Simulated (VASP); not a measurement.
# Al4B3P (P-3m1) in VASP: band structure with PBE

Aim: the band structure of Al4B3P with PBE.

All numbers are computed with VASP 6.6.1; they aren't measurements. Logs are shortened: lines on timing, memory, paths and dates and some standing lists are left out, and cuts for length are marked.

## (1) The crystal as given

The structure is trigonal, space group P-3m1 (No. 164). Conventional cell: a = 3.039 Å, b = 3.039 Å, c = 23.813 Å, α = 90.00°, β = 90.00°, γ = 120.00°. Around Al (site symmetry 3m) lie 3 P at 2.56 Å and 3 Al at 2.83 Å. Al (site symmetry 3m) has 6 B at 2.39 to 2.43 Å and 3 P at 2.49 Å as nearest neighbours. Al (site symmetry 3m) is surrounded by 12 B at 2.38 to 2.42 Å. Al (site symmetry 3m) is surrounded by 12 Al at 2.82 to 3.04 Å. B (site symmetry 3m) has 3 B at 1.76 Å as nearest neighbours. B (site symmetry 3m) has 3 B at 1.76 Å as nearest neighbours. B (site symmetry 3m) is surrounded by 3 B at 1.76 Å. Around P (site symmetry 3m) lie 6 Al at 2.49 to 2.56 Å.

The cell was built by a generator and needn't be a form met in nature.

## (2) Band structure, PBE

Input file POSCAR:

```
Al4B3P
1.0
    3.0393210000      0.0000000000      0.0000000000
   -1.5196600000      2.6321290000      0.0000000000
    0.0000000000      0.0000000000     23.8130700000
Al B P
8 6 2
Direct
    0.6666670000      0.3333330000      0.3602500000
    0.0000000000      0.0000000000      0.7923770000
    0.0000000000      0.0000000000      0.2076230000
    0.0000000000      0.0000000000      0.9306340000
    0.0000000000      0.0000000000      0.0693660000
    0.3333330000      0.6666670000      0.6397500000
    0.3333330000      0.6666670000      0.4535610000
    0.6666670000      0.3333330000      0.5464390000
    0.6666670000      0.3333330000      0.8629890000
    0.3333330000      0.6666670000      0.8603960000
    0.3333330000      0.6666670000      0.1370110000
    0.6666670000      0.3333330000      0.1396040000
    0.3333330000      0.6666670000      0.9993510000
    0.6666670000      0.3333330000      0.0006490000
    0.3333330000      0.6666670000      0.2817990000
    0.6666670000      0.3333330000      0.7182010000
```

Input file INCAR.step1:

```
PREC = Accurate
ENCUT = 520
EDIFF = 1E-6
ISMEAR = 0
SIGMA = 0.1
LREAL = False
LASPH = True
NELM = 60
ALGO = Normal
ISIF = 2
LWAVE = False
LCHARG = True
GGA = PE
KPAR = 2
```

Input file KPOINTS.step1:

```
Automatic mesh
0
Gamma
  12 12 2
```

Input file INCAR.step2:

```
PREC = Accurate
ENCUT = 520
EDIFF = 1E-6
ISMEAR = 0
SIGMA = 0.05
LREAL = False
LASPH = True
NELM = 60
ALGO = Normal
ISIF = 2
LWAVE = False
LCHARG = False
GGA = PE
KPAR = 2
ICHARG = 11
```

Input file KPOINTS.step2:

```
path GMKGALHA,LM,KH
15
line-mode
reciprocal
 0.0000000000  0.0000000000  0.0000000000  G
 0.5000000000  0.0000000000  0.0000000000  M

 0.5000000000  0.0000000000  0.0000000000  M
 0.3333333333  0.3333333333  0.0000000000  K

 0.3333333333  0.3333333333  0.0000000000  K
 0.0000000000  0.0000000000  0.0000000000  G

 0.0000000000  0.0000000000  0.0000000000  G
 0.0000000000  0.0000000000  0.5000000000  A

 0.0000000000  0.0000000000  0.5000000000  A
 0.5000000000  0.0000000000  0.5000000000  L

 0.5000000000  0.0000000000  0.5000000000  L
 0.3333333333  0.3333333333  0.5000000000  H

 0.3333333333  0.3333333333  0.5000000000  H
 0.0000000000  0.0000000000  0.5000000000  A

 0.5000000000  0.0000000000  0.5000000000  L
 0.5000000000  0.0000000000  0.0000000000  M

 0.3333333333  0.3333333333  0.0000000000  K
 0.3333333333  0.3333333333  0.5000000000  H
```

Potentials or basis: VASP PAW PBE potentials, release 64 (Al, B, P).

The run is started by

```bash
$ cat potpaw_PBE.64/Al/POTCAR potpaw_PBE.64/B/POTCAR potpaw_PBE.64/P/POTCAR > POTCAR
$ cp INCAR.step1 INCAR
$ cp KPOINTS.step1 KPOINTS
$ mpirun -np 2 vasp_std > vasp.out
$ cp INCAR.step2 INCAR
$ cp KPOINTS.step2 KPOINTS
$ mpirun -np 2 vasp_std > vasp.out
```

OUTCAR:

```text
PREC = Accurate
   ENCUT = 520
   EDIFF = 1E-6
   ISMEAR = 0
   LREAL = False
   LASPH = True
   NELM = 60
   ISIF = 2
   GGA = PE
   ICHARG = 11

 ion  position               nearest neighbor table
   1  0.667  0.333  0.360-  15 2.56  15 2.56  15 2.56   7 2.83   7 2.83   7 2.83
   2  0.000  0.000  0.792-  10 2.39  10 2.39  10 2.39   9 2.43   9 2.43   9 2.43  16 2.49  16 2.49
                            16 2.49   4 3.29
   3  0.000  0.000  0.208-  12 2.39  12 2.39  12 2.39  11 2.43  11 2.43  11 2.43  15 2.49  15 2.49
                            15 2.49   5 3.29
   4  0.000  0.000  0.931-   9 2.38   9 2.38   9 2.38  13 2.40  13 2.40  13 2.40  14 2.42  14 2.42
                            14 2.42  10 2.42  10 2.42  10 2.42   2 3.29   5 3.30
   5  0.000  0.000  0.069-  11 2.38  11 2.38  11 2.38  14 2.40  14 2.40  14 2.40  13 2.42  13 2.42
                            13 2.42  12 2.42  12 2.42  12 2.42   3 3.29   4 3.30
   6  0.333  0.667  0.640-  16 2.56  16 2.56  16 2.56   8 2.83   8 2.83   8 2.83
   7  0.333  0.667  0.454-   8 2.82   8 2.82   8 2.82   1 2.83   1 2.83   1 2.83
   8  0.667  0.333  0.546-   7 2.82   7 2.82   7 2.82   6 2.83   6 2.83   6 2.83
   9  0.667  0.333  0.863-  10 1.76  10 1.76  10 1.76   4 2.38   4 2.38   4 2.38   2 2.43   2 2.43
                             2 2.43
  10  0.333  0.667  0.860-   9 1.76   9 1.76   9 1.76   2 2.39   2 2.39   2 2.39   4 2.42   4 2.42
                             4 2.42
  11  0.333  0.667  0.137-  12 1.76  12 1.76  12 1.76   5 2.38   5 2.38   5 2.38   3 2.43   3 2.43
                             3 2.43
  12  0.667  0.333  0.140-  11 1.76  11 1.76  11 1.76   3 2.39   3 2.39   3 2.39   5 2.42   5 2.42
                             5 2.42
  13  0.333  0.667  0.999-  14 1.76  14 1.76  14 1.76   4 2.40   4 2.40   4 2.40   5 2.42   5 2.42
                             5 2.42
  14  0.667  0.333  0.001-  13 1.76  13 1.76  13 1.76   5 2.40   5 2.40   5 2.40   4 2.42   4 2.42
                             4 2.42
  15  0.333  0.667  0.282-   3 2.49   3 2.49   3 2.49   1 2.56   1 2.56   1 2.56
  16  0.667  0.333  0.718-   2 2.49   2 2.49   2 2.49   6 2.56   6 2.56   6 2.56

  LATTYP: Found a hexagonal cell.
 ALAT       =     3.0393210000
 C/A-ratio  =     7.8349966983

  Lattice vectors:

 A1 = (   3.0393210000,   0.0000000000,   0.0000000000)
 A2 = (  -1.5196600000,   2.6321290000,   0.0000000000)
 A3 = (   0.0000000000,   0.0000000000,  23.8130700000)

Analysis of symmetry for initial positions (statically):
=====================================================================
 Subroutine PRICEL returns:
 Original cell was already a primitive cell.

 Routine SETGRP: Setting up the symmetry group for a
 hexagonal supercell.

 Subroutine GETGRP returns: Found 12 space group operations
 (whereof 12 operations were pure point group operations)
 out of a pool of 24 trial point group operations.

The static configuration has the point symmetry D_3d.

Analysis of symmetry for dynamics (positions and initial velocities):
=====================================================================
 Subroutine PRICEL returns:
 Original cell was already a primitive cell.

 Routine SETGRP: Setting up the symmetry group for a
 hexagonal supercell.

 Subroutine GETGRP returns: Found 12 space group operations
 (whereof 12 operations were pure point group operations)
 out of a pool of 24 trial point group operations.

The dynamic configuration has the point symmetry D_3d.

 Subroutine INISYM returns: Found 12 space group operations
 (whereof 12 operations are pure point group operations),
 and found     1 'primitive' translations

----------------------------------------------------------------------------------------

                                     Primitive cell

  volume of cell :     190.5018

  direct lattice vectors                    reciprocal lattice vectors
     3.039321000  0.000000000  0.000000000     0.329020857  0.189960232  0.000000000
    -1.519660000  2.632129000  0.000000000     0.000000000  0.379920589  0.000000000
     0.000000000  0.000000000 23.813070000     0.000000000  0.000000000  0.041993745

  length of vectors
     3.039321000  3.039320580 23.813070000     0.379920537  0.379920589  0.041993745

  position of ions in fractional coordinates (direct lattice)
     0.666667000  0.333333000  0.360250000
     0.000000000  0.000000000  0.792377000
     0.000000000  0.000000000  0.207623000
     0.000000000  0.000000000  0.930634000
     0.000000000  0.000000000  0.069366000
     0.333333000  0.666667000  0.639750000
[... 8 lines left out ...]
     0.333333000  0.666667000  0.281799000
     0.666667000  0.333333000  0.718201000

  ion indices of the primitive-cell ions
   primitive index   ion index
                 1           1
                 2           2
                 3           3
                 4           4
                 5           5
                 6           6
[... 8 lines left out ...]
                15          15
                16          16

----------------------------------------------------------------------------------------

 KPOINTS: path GMKGALHA,LM,KH

Interpolating k-points between supplied coordinates.

 Line segments in fractional coordinates (reciprocal lattice):
    0.000000  0.000000  0.000000  ...  0.500000  0.000000  0.000000
    0.500000  0.000000  0.000000  ...  0.333333  0.333333  0.000000
    0.333333  0.333333  0.000000  ...  0.000000  0.000000  0.000000
    0.000000  0.000000  0.000000  ...  0.000000  0.000000  0.500000
    0.000000  0.000000  0.500000  ...  0.500000  0.000000  0.500000
    0.500000  0.000000  0.500000  ...  0.333333  0.333333  0.500000
    0.333333  0.333333  0.500000  ...  0.000000  0.000000  0.500000
    0.500000  0.000000  0.500000  ...  0.500000  0.000000  0.000000
    0.333333  0.333333  0.000000  ...  0.333333  0.333333  0.500000

 Generated    15 points on each line segment, for a total of    135 k-points:

 Following reciprocal coordinates:
            Coordinates               Weight
  0.000000  0.000000  0.000000      0.007407
  0.035714  0.000000  0.000000      0.007407
  0.071429  0.000000  0.000000      0.007407
  0.107143  0.000000  0.000000      0.007407
  0.142857  0.000000  0.000000      0.007407
  0.178571  0.000000  0.000000      0.007407
[... 16 lines left out ...]
  0.416667  0.166667  0.000000      0.007407
  0.404762  0.190476  0.000000      0.007407
 [... further k-points ...]
   k-points           NKPTS =    135   k-points in BZ     NKDIM =    135   number of bands    NBANDS=     35
   number of dos      NEDOS =    301   number of ions     NIONS =     16
   total plane-waves  NPLWV = 103680
   dimension x,y,z NGX =    24 NGY =   24 NGZ =  180
   dimension x,y,z NGXF=    48 NGYF=   48 NGZF=  360
   ions per type =               8   6   2
   NGX,Y,Z   is equivalent  to a cutoff of  13.13, 13.13, 12.57 a.u.
   NGXF,Y,Z  is equivalent  to a cutoff of  26.26, 26.26, 25.13 a.u.
 SYSTEM =  unknown system
   PREC   = accura    normal or accurate (medium, high low for compatibility)
   ISTART =      0    job   : 0-new  1-cont  2-samecut
   ICHARG =     11    charge: 1-file 2-atom 10-const
   ISPIN  =      1    spin polarized calculation?
   LNONCOLLINEAR =      F non collinear calculations
   LSORBIT =      F    spin-orbit coupling
   LASPH  =      T    aspherical Exc in radial PAW
   ENCUT  =  520.0 eV  38.22 Ry    6.18 a.u.   5.65  5.65 44.28*2*pi/ulx,y,z
   NELM   =     60;   NELMIN=  2; NELMDL=  0     # of ELM steps
   EDIFF  = 0.1E-05   stopping-criterion for ELM
   LREAL  =      F    real-space projection
   EDIFFG = 0.1E-04   stopping-criterion for IOM
   NSW    =      0    number of steps for IOM
   IBRION =     -1    ionic relax: 0-MD 1-quasi-New 2-CG
   NFREE  =      0    steps in history (QN), initial steepest desc. (CG)
   ISIF   =      2    stress and relaxation
   ISYM   =      2    0-nonsym 1-usesym 2-fastsym
   POTIM  = 0.5000    time-step for ionic-motion
   TEBEG  =    0.0;   TEEND  =   0.0 temperature during run
   PSTRESS=    0.0 pullay stress
   NELECT =      52.0000    total number of electrons
   NUPDOWN=      -1.0000    fix difference up-down
   EMIN   =  10.00;   EMAX   =-10.00  energy-range for DOS
   EFERMI =   0.00;   METHOD = LEGACY
   ISMEAR =     0;   SIGMA  =   0.05  broadening in eV -4-tet -1-fermi 0-gaus
   EFERMI_NEDOS =   21; number of points for ismear=-14 and -15
   IALGO  =     38    algorithm
   IMIX   =      4    mixing-type and parameters
     AMIX     =   0.40;   BMIX     =  1.00
     AMIX_MAG =   1.60;   BMIX_MAG =  1.00
  volume/ion in A,a.u.               =      11.91        80.35
  Fermi-wavevector in a.u.,A,eV,Ry     =   1.061963  2.006820 15.344193  1.127766
  Thomas-Fermi vector in A             =   2.197398
   LORBIT       =      0    0 simple, 1 ext, 2 COOP (PROOUT), +10 PAW based schemes
   GGA     = PE    functional components
   LHFCALC =     F    Hartree Fock is set to
   AEXX    =    0.0000 exact exchange contribution
   IVDW    =     0    specifies the selected vdW correction
   LEPSILON=     F    determine dielectric tensor
   LRPA    =     F    only Hartree local field effects (RPA)
 non-spin polarized calculation
 Gauss-broadening in eV      SIGMA  =   0.05
  energy-cutoff  :      520.00
  volume of cell :      190.50
 maximum number of plane-waves:      5183
 NGX is ok and might be reduce to    24

 number of electron      51.9999999 magnetization

 Free energy of the ion-electron system (eV)
  ---------------------------------------------------
  ext. energy  EPLUGINS =         0.00000000
  ---------------------------------------------------
  free energy    TOTEN  =       -80.08718663 eV

  energy without entropy =      -80.07587863  energy(sigma->0) =      -80.08153263

 E-fermi :   8.6961     XC(G=0): -10.9749

 val. band max:        8.6947565218   @ k =   0.5000   0.0000   0.5000
 cond. band min:       8.6978518162   @ k =   0.3929   0.2143   0.0000
 fundamental gap:      0.0030952945
 Fermi energy:         8.6961144964

 k-point     1 :       0.0000    0.0000    0.0000
  band No.  band energies     occupation
      1      -6.3919      2.00000
      2      -5.9774      2.00000
      3      -5.4427      2.00000
      4      -4.9508      2.00000
      5      -4.6221      2.00000
      6      -1.6917      2.00000
[... 901 lines left out ...]
     34      10.2138      0.00000
     35      10.4370      0.00000

 [... further k-points ...]

------------------------ aborting loop because EDIFF is reached ----------------------------------------

  FORCE on cell =-STRESS in cart. coord.  units (eV):
  Direction    XX          YY          ZZ          XY          YZ          ZX
  --------------------------------------------------------------------------------------
  -------------------------------------------------------------------------------------
  Total       -0.4506443     -0.4506442     -2.5825863     -0.0000001     -0.0000000      0.0000000
  in kB       -3.7900535     -3.7900529    -21.7203239     -0.0000007     -0.0000000      0.0000000
  external PRESSURE =      -9.7668101 kB  Pullay stress =       0.0000000 kB

 VOLUME and BASIS-vectors are now :
 -----------------------------------------------------------------------------
  energy-cutoff  :      520.00
  volume of cell :      190.50
      direct lattice vectors                 reciprocal lattice vectors
     3.039321000  0.000000000  0.000000000     0.329020857  0.189960232  0.000000000
    -1.519660000  2.632129000  0.000000000     0.000000000  0.379920589  0.000000000
     0.000000000  0.000000000 23.813070000     0.000000000  0.000000000  0.041993745

 POSITION                                       TOTAL-FORCE (eV/Angst)
 -----------------------------------------------------------------------------------
      1.51966      0.87738      8.57866        -0.000000      0.000000      2.112366
      0.00000      0.00000     18.86893        -0.000000      0.000000      1.984258
      0.00000      0.00000      4.94414        -0.000000      0.000000     -1.984258
      0.00000      0.00000     22.16125        -0.000000      0.000000      0.182421
      0.00000      0.00000      1.65182        -0.000000     -0.000000     -0.182421
     -0.00000      1.75475     15.23441        -0.000000     -0.000000     -2.112366
[... 8 lines left out ...]
     -0.00000      1.75475      6.71050         0.000000      0.000000      0.579989
      1.51966      0.87738     17.10257        -0.000000     -0.000000     -0.579989
 -----------------------------------------------------------------------------------
    total drift:                                0.000000      0.000000      0.000000

  FREE ENERGIE OF THE ION-ELECTRON SYSTEM (eV)
  ---------------------------------------------------
  free  energy   TOTEN  =       -80.0871866318 eV

  energy  without entropy=      -80.0758786288  energy(sigma->0) =      -80.08153263
```

It took 10 min on 2 MPI ranks of AMD EPYC 7R13 (Zen 3), shared host; peak memory 0.75 GiB.

Results:

| Property | Result |
| --- | --- |
| Band gap along the path | none (metal or under the smearing width) |

Levels at the corners of the path, in eV from the Fermi level:
```
point  band 26  band 27  band 28  band 29  band 30  band 31  band 32  band 33
    Γ     2.42     2.42     3.50     3.50     3.86     3.86     4.31     4.31
    M    -1.21    -0.36    -0.19    -0.19     0.48     0.93     1.60     2.15
    M    -1.21    -0.36    -0.19    -0.19     0.48     0.93     1.60     2.15
    K    -1.37    -1.37    -0.97    -0.97    -0.95    -0.91     0.49     0.49
    K    -1.37    -1.37    -0.97    -0.97    -0.95    -0.91     0.49     0.49
    Γ     2.42     2.42     3.50     3.50     3.86     3.86     4.31     4.31
    Γ     2.42     2.42     3.50     3.50     3.86     3.86     4.31     4.31
    A     2.42     3.50     3.50     3.86     3.86     3.91     4.03     4.31
    A     2.42     3.50     3.50     3.86     3.86     3.91     4.03     4.31
    L    -0.86    -0.55    -0.19    -0.19     0.17     1.43     1.56     2.18
    L    -0.86    -0.55    -0.19    -0.19     0.17     1.43     1.56     2.18
    H    -1.75    -1.75    -1.31    -0.53    -0.53    -0.32     0.09     0.19
    H    -1.75    -1.75    -1.31    -0.53    -0.53    -0.32     0.09     0.19
    A     2.42     3.50     3.50     3.86     3.86     3.91     4.03     4.31
    L    -0.86    -0.55    -0.19    -0.19     0.17     1.43     1.56     2.18
    M    -1.21    -0.36    -0.19    -0.19     0.48     0.93     1.60     2.15
    K    -1.37    -1.37    -0.97    -0.97    -0.95    -0.91     0.49     0.49
    H    -1.75    -1.75    -1.31    -0.53    -0.53    -0.32     0.09     0.19
```

Caveat: the log is that of the step along the path at fixed density, whose energy, stress, charges and moments have no meaning.
